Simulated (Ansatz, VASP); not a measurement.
# Cross-check of SnO (Romarchite) between VASP and Ansatz, part 2 of 2

Aim: how closely do two programs agree when they are given the same cell, functional and k mesh? The cell is taken from a series of runs on this material, whose earlier steps may have relaxed, scaled, displaced or heated it; both programs get it as it stands.

VASP 6.6.1 and Ansatz 0.2.0.

So far: Starting point; VASP: zone-centre phonons, PBEsol with D3(BJ).

### Step 3. Ansatz: zone-centre phonons, PBEsol with D3(BJ)

Level of this step: Ansatz beside VASP: Kohn-Sham DFT, plane waves, PBEsol with D3(BJ) (Ansatz).

Ansatz runs on its PAW soft_1 files.

The same cell, functional, mesh and smearing now go to Ansatz, which takes its cutoff from its data sets.

File input.yaml:

```yaml
crystal:
  lattice:
    - [3.6853427466, 0.0, 0.0]
    - [0.0, 3.6853427466, 0.0]
    - [0.0, 0.0, 4.2927171506]
  atoms:
    - { symbol: O, position: [0.0, 0.0, 0.0] }
    - { symbol: O, position: [0.5, 0.5, 0.0] }
    - { symbol: Sn, position: [0.5, 0.0, 0.2709122506] }
    - { symbol: Sn, position: [0.0, 0.5, 0.7290877494] }
kpoints:
  mp_grid: { grid: [12, 12, 12] }
hamiltonian:
  xc: pbesol
  dispersion: d3bj
  pseudopotentials: { kind: paw, azcp: { folder: soft_1 }, xc_functional: pbe }
scf:
  occupations: { method: methfessel_paxton, width: 0.2 }
output:
  eigenvalues: true
phonons:
  method: dfpt
```

Started as:

```
> ansatz run input.yaml --threads 4 --pin off --max-ram 16384MiB --backend cpu --events-out ev --progress --plain --runs-dir out
```

Numbers of over 12 decimals in the logs are rounded to 6 here.

The log of the run:

```text
zone centre: on kpoints.mp_grid the ground state, and the responses unless they are solved on pairs of k-points, stand on 343 of the mesh's 1728 k-points, reduced under 4 symmetry operations, with k and −k counted as one. Each operation leaves every solved displacement unchanged or reverses it
Engine: ansatz 0.2.0, aarch64-unknown-linux-gnu
Pseudopotentials: kind: paw
Pseudopotential: O, paw, valence charge 6, recommended cutoff 420 eV (normal), soft_1/O.paw.azcp
Pseudopotential: Sn, paw, valence charge 14, recommended cutoff 420 eV (normal), soft_1/Sn.paw.azcp
Functional definition: PBEsol
  exchange = pbesol_x
  correlation = pbesol_c
Crystal: 4 atoms, lattice volume = 58.303 Å³
Basis set: ecut = 420 eV, 1159 PW (Γ), exchange–correlation on 60×60×60 points (8 copies of the dense FFT grid, shifted against one another)
Bands: 24, of which v1, the nominal top of the filled ones, is band 20 counted from 1 (19 counted from 0)
Symmetry: 16 space group operations
k-points: 343 of 1728 (irreducible under 4 space group operations, time reversal used)
Non-local potential: O, projectors of the file, l = 0: 2, l = 1: 2, l = 2: 1
Non-local potential: Sn, projectors of the file, l = 0: 2, l = 1: 2, l = 2: 2, l = 3: 1
PAW form: soft (Blöchl's): semilocal exchange-correlation on the pseudo side does not see the compensation charge
PAW frozen core: O, regenerated for the run's functional, and the local potential with it (the file was generated under x = pbe(κ = 0.804, μ = 0.219515), c = pbe(β = 0.066725))
PAW frozen core: Sn, regenerated for the run's functional, and the local potential with it (the file was generated under x = pbe(κ = 0.804, μ = 0.219515), c = pbe(β = 0.066725))
PAW one-centre angular grid: O, 110 points (default); XC on 64 Gauss nodes
PAW one-centre angular grid: Sn, 590 points (default); XC on 64 Gauss nodes
Initial density: superposition of atomic densities (chi_scale 0.1, normalization cell, long waves kept (reshape's long-wave potential 0.08 eV rms))
Initial wavefunctions: pseudopotential atomic-orbital guess
Functional: x = pbesol(κ = 0.804, μ = 0.123457), c = pbesol(β = 0.046)
SCF iter   1: F=—  HF=-13022.922678 eV  |F-HF|=—  |Δ(HF+E_count)|=         —  Δρ=5.42e-2  dr2=2.19e0  ethr=3.10e-3  ⟨swp⟩=5.3  Hψ=36475  notcnv=0
preconditioner: auto → Kerker (q_TF=auto, 2.562 Å⁻¹)  [metal: Δε(μ)=0.014 eV  Ē_g=18.854 eV  σ=0.200 eV  W_gap=0.06  n_scr=18 (ndim 8)  ℏωp=30.8 eV  f_vac=0.000  D(μ)=0.40/eV (n_scr^D=0)]
SCF iter   2: F=—  HF=-13022.564456 eV  |F-HF|=—  |Δ(HF+E_count)|=   3.58e-1  S|Δr|=    0.00e0  Δρ=2.77e-2  dr2=7.46e-1  ethr=3.10e-3  ⟨swp⟩=3.0  Hψ=18954  notcnv=0
SCF iter   3: F=—  HF=-13022.400463 eV  |F-HF|=—  |Δ(HF+E_count)|=   1.64e-1  S|Δr|=    0.00e0  Δρ=1.47e-2  dr2=1.89e-1  ethr=1.86e-3  ⟨swp⟩=2.6  Hψ=15411  notcnv=0
SCF iter   4: F=—  HF=-13022.364307 eV  |F-HF|=—  |Δ(HF+E_count)|=   3.62e-2  S|Δr|=    0.00e0  Δρ=5.35e-3  dr2=2.06e-2  ethr=4.73e-4  ⟨swp⟩=2.9  Hψ=17788  notcnv=0
SCF iter   5: F=—  HF=-13022.360140 eV  |F-HF|=—  |Δ(HF+E_count)|=   4.17e-3  S|Δr|=    0.00e0  Δρ=1.28e-3  dr2=1.73e-3  ethr=5.16e-5  ⟨swp⟩=2.0  Hψ=14626  notcnv=0
SCF iter   6: F=—  HF=-13022.360114 eV  |F-HF|=—  |Δ(HF+E_count)|=   2.59e-5  S|Δr|=    0.00e0  Δρ=6.00e-4  dr2=2.58e-4  ethr=4.32e-6  ⟨swp⟩=2.9  Hψ=14991  notcnv=0
SCF iter   7: F=—  HF=-13022.360095 eV  |F-HF|=—  |Δ(HF+E_count)|=   1.90e-5  S|Δr|=    0.00e0  Δρ=1.80e-4  dr2=2.20e-5  ethr=6.44e-7  ⟨swp⟩=2.6  Hψ=14628  notcnv=0
SCF iter   8: F=—  HF=-13022.360096 eV  |F-HF|=—  |Δ(HF+E_count)|=   9.51e-7  S|Δr|=    0.00e0  Δρ=5.92e-5  dr2=1.76e-6  ethr=5.51e-8  ⟨swp⟩=3.0  Hψ=15286  notcnv=0
SCF iter   9: F=—  HF=-13022.360096 eV  |F-HF|=—  |Δ(HF+E_count)|=   1.76e-7  S|Δr|=    0.00e0  Δρ=1.89e-5  dr2=1.60e-7  ethr=4.40e-9  ⟨swp⟩=2.1  Hψ=14664  notcnv=0
SCF iter  10: F=—  HF=-13022.360096 eV  |F-HF|=—  |Δ(HF+E_count)|=   1.63e-8  S|Δr|=    0.00e0  Δρ=2.99e-6  dr2=3.46e-9  ethr=4.00e-10  ⟨swp⟩=2.0  Hψ=13659  notcnv=0
SCF iter  11: F=—  HF=-13022.360096 eV  |F-HF|=—  |Δ(HF+E_count)|=  6.71e-10  S|Δr|=    0.00e0  Δρ=7.01e-7  dr2=2.01e-10  ethr=8.65e-12  ⟨swp⟩=2.3  Hψ=13106  notcnv=0
SCF iter  12: F=—  HF=-13022.360096 eV  |F-HF|=—  |Δ(HF+E_count)|=  3.46e-11  S|Δr|=    0.00e0  Δρ=1.58e-7  dr2=1.42e-11  ethr=1.00e-12  ⟨swp⟩=2.6  Hψ=15778  notcnv=0
SCF iter  13: F=-13022.360096 eV  HF=-13022.360096 eV  |F-HF|=1.82e-12  |Δ(HF+E_count)|=    0.00e0  S|Δr|=    0.00e0  Δρ=4.45e-8  dr2=1.41e-12  ethr=1.00e-12  ⟨swp⟩=6.1  Hψ=37471  notcnv=0
the search or the solves at the SCF's close seem to have found levels that the self-consistency loop had missed (the run counts 2). By its estimate they hold under 1e-12 electrons; where the run keeps them, the occupations were computed again with them
SCF 1 converged in 13 iterations: F = -13022.360096 eV  dr2 = 1.41e-12
  greatest PAW one-centre occupation: 0.994 electrons in one spin orbital (limit 2), on the Sn atom at site 3 (counted from 0), in its partial waves of l = 2
DFPT response loops at Γ: preconditioner auto → Kerker (q_TF=auto, 2.562 Å⁻¹) (partly filled bands, converged f_vac=0.000); β = 1.00, the filter's whole step (`scf.mixing.beta` (0.50) is not read by the response loops under this deck's `scf.mixing.preconditioner`; to damp them name `kerker` or `kerker_dos`, under which they read `scf.mixing.beta`, and type it under 1.00, their step now; both keys bind the ground state too); Broyden in place of MSR1
SCF converged after 13 iterations
Stability not checked: this state was not tested for a lower state beside it, because cold or Methfessel-Paxton smearing, or corrected tetrahedra, fill the levels in a way that the test cannot read (fill_not_monotonic; see scf.lower_state_search)
Free energy (F): -13022.360096 eV
Harris-Foulkes:  -13022.360096 eV  (|F-HF|=1.82e-12)
Internal energy: -13022.359186 eV  (E = F + TS)
E sigma→0 (E₀):  -13022.359869 eV
Entropy (-TS):   -0.000910 eV (-0.227 meV/atom)
Fermi energy:    12.831350 eV
--- Per-component energies (eV) ---
  E_band       = -84.233494
  E_kinetic    = 679.061564
  E_local      = -2421.616077  (includes V_loc(G=0)·N_el)
  E_nonlocal   = 400.511624
  E_hartree    = 1169.029895
  E_xc         = -393.281457
  E_vxc        = -345.617251  (∫ρ·V_xc dr)
  E_paw        = -8906.803167  (= ΣΔE_a)
  E_vpaw       = -734.635100  (= ΣTr[D̂ρ^β])
  E_aug_tail   = 0.001998  (compensation charges beyond the density's cutoff)
  E_ewald      = -3548.860231
  E_disp       = -1.043591  (pairwise vdW)
  E_core_change = 0.640255  (= ΣΔE_core)
  E_smearing   = -0.000910  (= −TS)
  E_closure    = 0.000000  (closes the sum)
  Σ components = -13022.360096   (vs F -13022.360096, Δ=0.00e0)
--- Band table (eV; the first three rows and the last of 343) ---
  k-point 0: bands = [... 16 lower, 8.9589, 9.4144, 9.4144, 13.0036, 15.9082, 16.8824, 16.8824, 18.9807]
  k-point 1: bands = [... 16 lower, 8.9477, 9.4139, 9.4139, 13.0089, 15.7088, 16.6362, 16.6362, 18.7759]
  k-point 2: bands = [... 16 lower, 8.9171, 9.4121, 9.4121, 12.9968, 15.2485, 16.1175, 16.1175, 18.2004]
  k-point 342: bands = [... 16 lower, 9.2599, 9.2599, 10.1186, 10.1186, 14.8112, 14.8112, 18.2493, 18.2493]
--- Phonons (Γ-DFPT): 4 representative perturbations + reference, on 343 of 1728 k-points (Σ response iterations 15) ---
  k mesh reduced under 4 symmetry operations, with k and −k counted as one. Each operation leaves every solved displacement unchanged or reverses it
  ASR residual: 1.629e-5 → 0.000e0 eV/Å²; symmetrization residual: 3.518e-6 eV/Å²
  pairwise dispersion correction: d3bj (s6 = 1.0, s8 = 2.9491, a1 = 0.4466, a2_bohr = 6.1742), with the weights of each atom's references fixed at the reference crystal's, and the forces and stress that the weights' published response gives there kept as a pressure on the atom's counted neighbours (hamiltonian.dispersion)
  ASR residual per site (eV/Å²): 1.63e-5 1.63e-5 1.42e-5 1.42e-5
  Γ frequencies (cm⁻¹): 0.00 0.00 0.00 135.61 135.61 226.60 316.69 316.69 374.66 387.24 523.59 523.59
  non-analytic LO–TO correction: not included (Born effective charges unavailable; polar crystals: no LO–TO splitting at Γ)
```

In the SCF lines HF is the Harris–Foulkes energy and dr2 the Hartree energy of the density residual, in eV; the loop may stop once dr2 is under the threshold and the program's other checks hold. Hψ counts applications of the Hamiltonian.

### Step 4. Comparison

Known differences besides the potentials themselves: the cutoff is 420 eV in Ansatz and 600 eV in VASP; Ansatz makes its cores anew for this functional, VASP keeps those of its PBE data sets; Ansatz takes the dispersion share of the force constants at frozen C6 weights, VASP differentiates the full forces; VASP uses finite displacements, Ansatz perturbation theory. Total energies have different zeros and are not compared.

Both answers:

| quantity | Ansatz | VASP | difference |
| --- | --- | --- | --- |
| optical mode 1 to 2 (cm⁻¹) | 135.6 | 136.2 | -0.42 % |
| optical mode 3 (cm⁻¹) | 226.6 | 227.7 | -0.47 % |
| optical mode 4 to 5 (cm⁻¹) | 316.7 | 320.0 | -1.03 % |
| optical mode 6 (cm⁻¹) | 374.7 | 376.6 | -0.52 % |
| optical mode 7 (cm⁻¹) | 387.2 | 390.2 | -0.76 % |
| optical mode 8 to 9 (cm⁻¹) | 523.6 | 525.5 | -0.37 % |

Modes are paired by rising frequency, not by their patterns, so a pair may set unlike modes beside each other; they are those without the splitting of longitudinal modes.

### Step 5. Outcome

* r.m.s. difference of the optical zone-centre modes, each program's sorted by frequency (zone-centre phonons, PBEsol with D3(BJ)): 2.2 cm⁻¹
* difference in optical mode 4 to 5 (zone-centre phonons, PBEsol with D3(BJ)): -1.0 %

The r.m.s. difference of the optical zone-centre modes, each program's sorted by frequency is 2.2 cm⁻¹ (zone-centre phonons, PBEsol with D3(BJ)). Among the rows given in per cent, the largest difference of the zone-centre phonons, PBEsol with D3(BJ) pair is in optical mode 4 to 5, -1.0 %. How closely two codes agree says nothing of how well the functional describes the real material.

[Lines on the potential files, build, host, timing and source positions are cut from VASP's logs without a mark.]

[Logs are printed without paths, hosts, clocks, repeated set-up lines and the standing remarks that a program may print on its own settings, such as how far it seeks lower states.]

[Hosts, paths, dates, database ids (printed as entryN), source tags and the programs' standing remarks are cut or masked in the printed files.]
